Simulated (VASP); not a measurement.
CdTe (zinc blende), at 0.96 of the tabulated volume:

```
CdTe
1.0
    0.00000     3.19621     3.19621
    3.19621     0.00000     3.19621
    3.19621     3.19621     0.00000
Cd Te
1 1
Direct
  0.00000   0.00000   0.00000
  0.25000   0.25000   0.25000
```

The lowest empty band near Γ, direction [100], from mBJ (TB09) with spin-orbit coupling in VASP (PAW); its two spin partners are averaged. The gap over the points computed is 1.68 eV, and the next band on that side lies 2.99 eV away at the edge.

Settings: 400 eV cut-off, 8×8×8 Γ-centred mesh, Gaussian smearing of 0.050 eV, potentials Cd Te.

```json
[
 {"distance from the edge in k (1/Å)": "0.012", "distance in energy (meV)": "4.0"},
 {"distance from the edge in k (1/Å)": "0.018", "distance in energy (meV)": "8.9"},
 {"distance from the edge in k (1/Å)": "0.025", "distance in energy (meV)": "17.0"},
 {"distance from the edge in k (1/Å)": "0.035", "distance in energy (meV)": "33.0"},
 {"distance from the edge in k (1/Å)": "0.050", "distance in energy (meV)": "66.1"},
 {"distance from the edge in k (1/Å)": "0.070", "distance in energy (meV)": "125.4"}
]
```

Q: Fit E(1 + αE) = ħ²k²/2m* (ħ²/2m0 = 3.810 eV Å²) and predict the row at 0.095 1/Å.

A: Least squares on the energies gives the electron mass m* = 0.139 m0 and α = 0.58 per eV, and so 219.7 meV. The run gave 219.6 meV, -0.1 meV from the fit.

Left out are points under 3 meV from the edge, since the levels carry 0.1 meV, and points farther than half the way to the next band.

The compound is CdTe in the zinc blende structure. The cell was not relaxed at this level.
